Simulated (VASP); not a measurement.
A convergence study with VASP on IrO₂ (rutile): one setting is varied, all else stays as given below, so the limit is that of these other settings.

```yaml
crystal:
  lattice:
    - [4.50000, 0.00000, 0.00000]
    - [0.00000, 4.50000, 0.00000]
    - [0.00000, 0.00000, 3.15000]
  atoms:
    - { symbol: Ir, position: [0.00000, 0.00000, 0.00000] }
    - { symbol: Ir, position: [0.50000, 0.50000, 0.50000] }
    - { symbol: O, position: [0.30800, 0.30800, 0.00000] }
    - { symbol: O, position: [0.80800, 0.19200, 0.50000] }
    - { symbol: O, position: [0.19200, 0.80800, 0.50000] }
    - { symbol: O, position: [0.69200, 0.69200, 0.00000] }
```

Level of theory: LDA (Ceperley-Alder, Perdew-Zunger), VASP's LDA PAW potentials (set 64) (plane waves; VASP). The tightest run used: 700 eV cut-off, 14×14×19 Γ-centred mesh, first-order Methfessel-Paxton smearing of 0.10 eV, potentials Ir O.

```csv
setting,E (eV/atom),pressure (GPa),irreducible k-points
1×1×1 mesh,-8.3587,-27.48,1
1×1×2 mesh,-8.0736,-10.52,2
2×2×3 mesh,-8.1102,-6.39,6
3×3×4 mesh,-8.1403,-6.86,9
```

**Question.** These are the cheaper rows. Estimate the results at 14×14×19 mesh, and how far the last row shown lies from them.

**Answer.** 
| quantity | tightest run | last row shown is off by |
|---|---|---|
| E (eV/atom) | -8.1342 | -0.0061 |
| pressure (GPa) | -6.69 | -0.17 |

Left out are rungs that failed or repeat a setting and relaxations that didn't move; long series are thinned to 24 rows.

The compound is IrO2 in the rutile structure. The cell was not relaxed at this level.
